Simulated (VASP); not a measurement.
```
CELL_PARAMETERS angstrom
      0.00000     1.91661     1.91661
      1.91661     0.00000     1.91661
      1.91661     1.91661     0.00000
ATOMIC_POSITIONS crystal
  Ir 0.00000 0.00000 0.00000
```

Computed with PBEsol GGA, VASP's PBE PAW potentials (set 64) (plane waves; VASP). Settings: 400 eV cut-off, 18×18×18 Γ-centred mesh, tetrahedra with Blöchl corrections, potentials Ir.

Unless said otherwise, spin-orbit coupling is left out, though it shifts the bands of the heavy elements here.

### Question
Predict the energy per atom (σ→0), band gap (on the k-mesh) with the smallest direct gap where there is one.

### Answer

```
Property                                                     Value
------------------------  ----------------------------------------
band gap (on the k-mesh)  none (metal, semimetal or under 0.01 eV)
energy per atom (σ→0)                               -9.820 eV/atom
```

The absolute energy has meaning only against runs of the same code, potentials and settings.

The compound is Ir in the fcc structure. It was relaxed first.
